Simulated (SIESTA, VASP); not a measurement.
Given: the input of a run of VASP 6.6.1 on GeSb4Te7. Atoms were shifted at random by some hundredths of an Å from the given cell, which wasn't relaxed again for these runs. The cell is a database's computed one, not the measured one.

File INCAR:

```
SYSTEM = GeSb4Te7
PREC     = Accurate       ! precision mode
ENCUT    = 520            ! plane-wave cutoff, eV
EDIFF    = 1E-7           ! SCF threshold, eV
ISMEAR   = -1             ! smearing method
SIGMA    = 0.05           ! smearing width, eV
LREAL    = .FALSE.        ! projectors in reciprocal space
LASPH    = .TRUE.         ! aspherical terms in the spheres
NELM     = 60             ! most SCF steps
ALGO     = Normal         ! electronic algorithm
ISIF     = 2              ! what is computed and relaxed
LWAVE    = .FALSE.        ! write WAVECAR
LCHARG   = .FALSE.        ! write CHGCAR
GGA      = PE             ! functional
NBANDS   = 50             ! bands
```

KPOINTS

```
regular mesh
0
G
  7 7 2
  0 0 0
```

Contents of POSCAR:

```
GeSb4Te7
1.0
    4.2893002584      0.0000000000      0.0000000000
   -2.1446501292      3.7146429882      0.0000000000
    0.0000000000      0.0000000000     24.6377784500
Te Sb Ge
7 4 1
Direct
   -0.0009370000      0.0022270000      0.2794040000
    0.0022810000      0.0013270000     -0.0020420000
    0.3260510000      0.6665910000      0.5655760000
    0.6727560000      0.3365400000      0.4307610000
    0.0057840000      0.0114090000      0.7193680000
    0.6804390000      0.3389800000      0.1502260000
    0.3296810000      0.6555820000      0.8488160000
    0.6618420000      0.3353990000      0.6520680000
    0.3446920000      0.6695320000      0.0817850000
    0.3354740000      0.6693770000      0.3484840000
    0.6595700000      0.3379640000      0.9177010000
    0.0056680000     -0.0120470000      0.5001870000
```

Potentials or basis: VASP PAW PBE potentials, release 64 (Te, Sb, Ge_d).

Run with:

```sh
$ cat potpaw_PBE.64/Te/POTCAR potpaw_PBE.64/Sb/POTCAR potpaw_PBE.64/Ge_d/POTCAR > POTCAR
$ mpirun -np 1 vasp_std > vasp.out
```

**Question.** What does the same run look like in SIESTA 5.4.2? Potentials or basis there: files PseudoDojo sr-pbe-0.4.1-standard, DZP (energy shift 0.003 Ry; two zetas on semicore shells).

**Answer.** As run (cutoffs and basis follow the program's own potentials, and thresholds, step limits or extra output files can differ):

File GeSb4Te7.fdf:

```
SystemName                      GeSb4Te7
SystemLabel                     GeSb4Te7
NumberOfSpecies                 3
NumberOfAtoms                   12
%block ChemicalSpeciesLabel
  1  52 Te
  2  51 Sb
  3  32 Ge
%endblock ChemicalSpeciesLabel

LatticeConstant                 1.0 Ang
%block LatticeVectors
     4.2893002584     0.0000000000     0.0000000000
    -2.1446501292     3.7146429882     0.0000000000
     0.0000000000     0.0000000000    24.6377784500
%endblock LatticeVectors
AtomicCoordinatesFormat         Fractional
%block AtomicCoordinatesAndAtomicSpecies
    -0.0009370000     0.0022270000     0.2794040000  1  Te
     0.0022810000     0.0013270000    -0.0020420000  1  Te
     0.3260510000     0.6665910000     0.5655760000  1  Te
     0.6727560000     0.3365400000     0.4307610000  1  Te
     0.0057840000     0.0114090000     0.7193680000  1  Te
     0.6804390000     0.3389800000     0.1502260000  1  Te
     0.3296810000     0.6555820000     0.8488160000  1  Te
     0.6618420000     0.3353990000     0.6520680000  2  Sb
     0.3446920000     0.6695320000     0.0817850000  2  Sb
     0.3354740000     0.6693770000     0.3484840000  2  Sb
     0.6595700000     0.3379640000     0.9177010000  2  Sb
     0.0056680000    -0.0120470000     0.5001870000  3  Ge
%endblock AtomicCoordinatesAndAtomicSpecies

%block kgrid.MonkhorstPack
    7   0   0  0.0
    0   7   0  0.0
    0   0   2  0.0
%endblock kgrid.MonkhorstPack
XC.Functional                   GGA
XC.Authors                      PBE
PAO.BasisSize                   DZP
PAO.EnergyShift                 0.003 Ry
Mesh.Cutoff                     800 Ry
OccupationFunction              FD
ElectronicTemperature           0.05 eV
MaxSCFIterations                120
SCF.MustConverge                false
SCF.Mixer.Method                Pulay
SCF.Mixer.Weight                0.25
SCF.Mixer.History               8
SCF.DM.Tolerance                5.0e-05
SCF.H.Tolerance                 1.0e-03 eV
WriteForces                     true
Charge.Mulliken                 end
%block PAO.Basis
  Te 4
  n=5 0 2
    5.635 0.000
  n=5 1 2
    7.297 0.000
  n=4 2 2
    3.260 0.000
  n=5 2 1
    7.297
  Sb 4
  n=5 0 2
    5.984 0.000
  n=5 1 2
    7.890 0.000
  n=4 2 2
    3.483 0.000
  n=5 2 1
    7.890
  Ge 4
  n=4 0 2
    5.972 0.000
  n=4 1 2
    8.196 0.000
  n=3 2 2
    3.189 0.000
  n=4 2 1
    8.196
%endblock PAO.Basis
```

Potentials or basis: PseudoDojo 0.4 standard (PBE files), converted to PSML, two zetas on semicore shells, DZP (energy shift 0.003 Ry; two zetas on semicore shells).

Launch:

```sh
$ siesta < GeSb4Te7.fdf > GeSb4Te7.out 2>&1
```

Both were run:

|  | VASP | SIESTA |
| --- | --- | --- |
| Pressure | 0.7 GPa | 1.9 GPa |

The potentials hold 76 and 186 valence electrons a cell.

Pressure is positive in compression.
